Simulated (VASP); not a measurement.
Consider the following.

```
CELL_PARAMETERS angstrom
      1.77222    -3.06958     0.00000
      1.77222     3.06958     0.00000
      0.00000     0.00000     4.66645
ATOMIC_POSITIONS crystal
  Pt 0.00000 0.00000 0.00000
  S  0.33333 0.66667 0.25700
  S  0.66667 0.33333 0.74300
```

All values below come from vdW-DF-cx, VASP's PBE PAW potentials (set 64) (plane waves; VASP). Run with 520 eV cut-off, 7×7×5 Γ-centred mesh, Gaussian smearing of 0.050 eV, potentials Pt S.

Q: The ions and cell shape at fixed volume are relaxed. Predict the relaxed structure.

A: 
```
CELL_PARAMETERS angstrom
      1.78794    -3.09680     0.00000
      1.78794     3.09680     0.00000
      0.00000     0.00000     4.58475
ATOMIC_POSITIONS crystal
  Pt 0.00000 0.00000 0.00000
  S  0.33333 0.66667 0.26328
  S  0.66667 0.33333 0.73672
```
Space group P-3m1 (164), at a tolerance of 0.03 Å.

Q: How much energy does the relaxation gain?

A: The energy (σ→0) changes by -4.9 meV/atom, in 6 ionic steps.

```
step  E(σ→0) (eV)  max force (eV/Å)  pressure (GPa)  volume (Å³)
----  -----------  ----------------  --------------  -----------
1        -10.5037             0.359            4.88        50.77
2        -10.5149             0.131            3.12        50.77
3        -10.5176             0.058            1.67        50.77
4        -10.5176             0.047            1.75        50.77
5        -10.5184             0.019            1.63        50.77
6        -10.5185             0.001            1.53        50.77
```

The compound is PtS2 in the 1T layered structure. This cell is one point of a volume scan, at 0.97 of the reference volume. Symmetry was kept, so distortions that lower it aren't found.
